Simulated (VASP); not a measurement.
Here is the system:

```
Cu2O
1.0
    4.14752     0.00000     0.00000
    0.00000     4.14752     0.00000
    0.00000     0.00000     4.14752
Cu O
4 2
Direct
  0.75000   0.25000   0.75000
  0.25000   0.75000   0.75000
  0.75000   0.75000   0.25000
  0.25000   0.25000   0.25000
  0.00000   0.00000   0.00000
  0.50000   0.50000   0.50000
```

Level of theory: PBEsol GGA, VASP's PBE PAW potentials (set 64) (plane waves; VASP). Run with 520 eV cut-off, 5×5×5 Γ-centred mesh, Gaussian smearing of 0.050 eV, potentials Cu O.

Q: Give the stress tensor in GPa (positive for a compressed cell).

A: 
```
9.14  0.00  0.00
0.00  9.14  0.00
0.00  0.00  9.14
```
The pressure is its mean diagonal, 9.14 GPa.

The compound is Cu2O in the cuprite structure. This cell is one point of a volume scan, at 0.94 of the reference volume.
